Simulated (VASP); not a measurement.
Calculation: PBE GGA, VASP's PBE PAW potentials (set 64) (plane waves; VASP).

VASP input:

### INCAR
```
SYSTEM  =  Ni3Fe
PREC  =  Accurate; ENCUT  =  500; LREAL  =  F
LASPH  =  T
EDIFF  =  1E-6; NELM  =  100; ALGO  =  Normal
LMAXMIX  =  4
ISMEAR  =  1; SIGMA  =  0.1
GGA  =  PE
MAGMOM  =  2.9 3*0.6
ISPIN  =  2
IBRION  =  2; NSW  =  40; ISIF  =  3
EDIFFG  =  -0.02; PSTRESS  =  300
LWAVE  =  F; LCHARG  =  F; LORBIT  =  10
```

**KPOINTS**
```
Automatic mesh
0
Gamma
9 9 9
0 0 0
```

POSCAR:
```
Ni3Fe
1.0
  3.4436616479   0.0000000000   0.0000000000
  0.0000000000   3.4436616479   0.0000000000
  0.0000000000   0.0000000000   3.4436616479
Fe Ni
1 3
Cart
  0.0000000000   0.0000000000   0.0000000000
  0.0000000000   1.7218308239   1.7218308239
  1.7218308239   0.0000000000   1.7218308239
  1.7218308239   1.7218308239   0.0000000000
```

POTCAR, in this order: Fe Ni (PBE.64 set). Program: vasp_std.

Energy and stress use the plane-wave basis of the starting cell.

**Question.** Predict the energy per atom (σ→0), cell moment, volume per atom, band gap (on the k-mesh).

**Answer.** 
```json
{
 "energy per atom (σ→0)": "-6.147 eV/atom",
 "cell_moment": "4.46 μB",
 "band gap (on the k-mesh)": "none (metal, semimetal or under 0.01 eV)",
 "volume_per_atom": "9.89 Å^3/atom"
}
```

**OSZICAR**
```
...
DAV:   6    -0.245859636185E+02    0.20386E-01   -0.50942E-02  4967   0.302E+00    0.819E-01
DAV:   7    -0.245855508236E+02    0.41279E-03   -0.42414E-03  4084   0.114E+00    0.369E-01
DAV:   8    -0.245856329020E+02   -0.82078E-04   -0.17690E-03  4534   0.511E-01    0.216E-01
DAV:   9    -0.245856201074E+02    0.12795E-04   -0.36096E-04  4029   0.452E-01    0.905E-02
DAV:  10    -0.245856615320E+02   -0.41425E-04   -0.18492E-04  3793   0.209E-01    0.207E-02
DAV:  11    -0.245856666965E+02   -0.51644E-05   -0.21708E-05  3652   0.860E-02    0.113E-02
DAV:  12    -0.245856670026E+02   -0.30612E-06   -0.13782E-06  1934   0.149E-02
   3 F= -.17181540E+02 E0= -.17181902E+02  d E =-.431400E-01  mag=     4.4603
```

The compound is Ni3Fe in the L1_2 structure. This run relaxes it under an external pressure of 30 GPa. Symmetry was kept, so distortions that lower it aren't found.
